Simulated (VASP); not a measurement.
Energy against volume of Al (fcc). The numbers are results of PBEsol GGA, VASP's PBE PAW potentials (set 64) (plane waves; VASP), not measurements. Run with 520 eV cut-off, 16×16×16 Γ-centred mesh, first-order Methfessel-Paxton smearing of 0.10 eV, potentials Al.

```csv
V (Å³/atom),E (eV/atom)
15.175,-4.07921
15.660,-4.09309
16.144,-4.09791
16.628,-4.09498
```

### Question
Fit these four points and predict the energy of the run at 17.113 Å³/atom.

### Answer
A cubic in V^(−2/3), the third-order Birch-Murnaghan form, passes through the four points with V0 = 16.19 Å³/atom and B0 = 84 GPa, and gives -4.0854 eV/atom there. The run gave -4.0855 eV/atom, -0.1 meV/atom from the fit; all five points give B0 = 84 GPa.

The compound is Al in the fcc structure. It was relaxed first.
